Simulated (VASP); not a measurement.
Shape and ions are relaxed at each volume.

Here is the system:

```yaml
crystal:
  lattice:
    - [4.64287, 0.00000, 0.00000]
    - [0.00000, 4.64287, 0.00000]
    - [0.00000, 0.00000, 2.96966]
  atoms:
    - { symbol: Ti, position: [0.00000, 0.00000, 0.00000] }
    - { symbol: Ti, position: [0.50000, 0.50000, 0.50000] }
    - { symbol: O, position: [0.30484, 0.30484, 0.00000] }
    - { symbol: O, position: [0.80484, 0.19516, 0.50000] }
    - { symbol: O, position: [0.19516, 0.80484, 0.50000] }
    - { symbol: O, position: [0.69516, 0.69516, 0.00000] }
```

Level of theory: PW91 GGA, VASP's PBE PAW potentials (set 64) (plane waves; VASP). Settings: 520 eV cut-off, 5×5×7 Γ-centred mesh, Gaussian smearing of 0.050 eV, potentials Ti_sv O.

Problem. Give the energy at these volumes per atom, relative to the lowest: 10.02, 10.34, 10.66, 10.98, 11.30 Å³.

Solution. 28.8, 7.0, 0.0, 5.3, 20.6 meV/atom. A third-order Birch-Murnaghan fit gives B0 = 203 GPa and B0′ = 5.5.

The compound is TiO2 in the rutile structure. It was relaxed first.
